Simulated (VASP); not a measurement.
```
CELL_PARAMETERS angstrom
      0.00000     2.44000     2.44000
      2.44000     0.00000     2.44000
      2.44000     2.44000     0.00000
ATOMIC_POSITIONS crystal
  Y  0.00000 0.00000 0.00000
  N  0.50000 0.50000 0.50000
```

Calculation: PW91 GGA, VASP's PBE PAW potentials (set 64) (plane waves; VASP). Settings: 520 eV cut-off, 8×8×8 Γ-centred mesh, Gaussian smearing of 0.050 eV, potentials Y_sv N.

Problem. The ions, cell shape and volume are relaxed. Give the cell that the relaxation ends in.

Solution. 
```
CELL_PARAMETERS angstrom
      0.00000     2.45188     2.45188
      2.45188     0.00000     2.45188
      2.45188     2.45188     0.00000
ATOMIC_POSITIONS crystal
  Y  0.00000 0.00000 0.00000
  N  0.50000 0.50000 0.50000
```
Space group Fm-3m (225), at a tolerance of 0.03 Å.

Problem. How do energy and volume change from the first to the last step?

Solution. The energy (σ→0) changes by -1.6 meV/atom and the volume by +1.5 %, in 3 ionic steps.

The compound is YN in the rock salt structure. This run relaxes it. Symmetry was kept, so distortions that lower it aren't found.
